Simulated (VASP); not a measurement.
A convergence study with VASP on PbI2 (1T layered): one setting is varied, all else stays as given below, so the limit is that of these other settings.

```
CELL_PARAMETERS angstrom
      2.28000    -3.94908     0.00000
      2.28000     3.94908     0.00000
      0.00000     0.00000     6.98000
ATOMIC_POSITIONS crystal
  Pb 0.00000 0.00000 0.00000
  I  0.33333 0.66667 0.26800
  I  0.66667 0.33333 0.73200
```

These are PBE GGA, VASP's PBE PAW potentials (set 64) (plane waves; VASP 6.6.1) values and carry that method's errors. The tightest run used: 550 eV cut-off, 14×14×9 Γ-centred mesh, Gaussian smearing of 0.050 eV, potentials Pb_d I.

Q: The settings run are 1×1×1 mesh; 2×2×1 mesh; 4×4×3 mesh; 5×5×3 mesh; 7×7×5 mesh; 8×8×5 mesh; 9×9×6 mesh; 10×10×7 mesh; 11×11×7 mesh; 13×13×9 mesh; 14×14×9 mesh. From which on does the energy per atom stay within 0.001 eV/atom of the tightest run?

A: From 5×5×3 mesh on: it is off by 0.0006 there and by no more than 0.001 in any finer run, while 4×4×3 mesh is off by 0.0016.
| setting | E (eV/atom) | pressure (GPa) | irreducible k-points | difference judged (eV/atom) |
|---|---|---|---|---|
| 1×1×1 mesh | -0.6378 | 15.87 | 1 | 2.2153 |
| 2×2×1 mesh | -2.7744 | 2.14 | 2 | 0.0788 |
| 4×4×3 mesh | -2.8516 | 1.48 | 9 | 0.0016 |
| 5×5×3 mesh | -2.8526 | 1.48 | 12 | 0.0006 |
| 7×7×5 mesh | -2.8532 | 1.47 | 32 | 0.0000 |
| 8×8×5 mesh | -2.8532 | 1.47 | 40 | 0.0000 |
| 9×9×6 mesh | -2.8532 | 1.47 | 62 | 0.0000 |
| 10×10×7 mesh | -2.8532 | 1.47 | 80 | 0.0000 |
| 11×11×7 mesh | -2.8532 | 1.47 | 94 | 0.0000 |
| 13×13×9 mesh | -2.8532 | 1.47 | 161 | 0.0000 |
| 14×14×9 mesh | -2.8532 | 1.47 | 184 | 0.0000 |

Left out are rungs that failed or repeat a setting and relaxations that didn't move; long series are thinned to 24 rows.

The compound is PbI2 in the 1T layered structure. The cell was not relaxed at this level.
